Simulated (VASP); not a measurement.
Given:

```yaml
crystal:
  lattice:
    - [3.40552, 0.00000, 0.00000]
    - [0.00000, 3.40552, 0.00000]
    - [0.00000, 0.00000, 3.33874]
  atoms:
    - { symbol: Ag, position: [0.00000, 0.00000, 0.00000] }
    - { symbol: As, position: [0.50000, 0.50000, 0.50000] }
```

All values below come from r2SCAN meta-GGA, VASP's PBE PAW potentials (set 64) (plane waves; VASP). Numerical set-up: 480 eV cut-off, 10×10×10 Γ-centred mesh, first-order Methfessel-Paxton smearing of 0.10 eV, potentials Ag As.

Task: Give the stress tensor in GPa (positive for a compressed cell).

Result: 
```
-3.02   0.00   0.00
 0.00  -3.02   0.00
 0.00   0.00  -3.34
```
The pressure is its mean diagonal, -3.13 GPa.

The structure was generated: AgAs was put into the CsCl type (Pm-3m), which need not be its known phase. This cell was strained or had an atom moved on purpose.
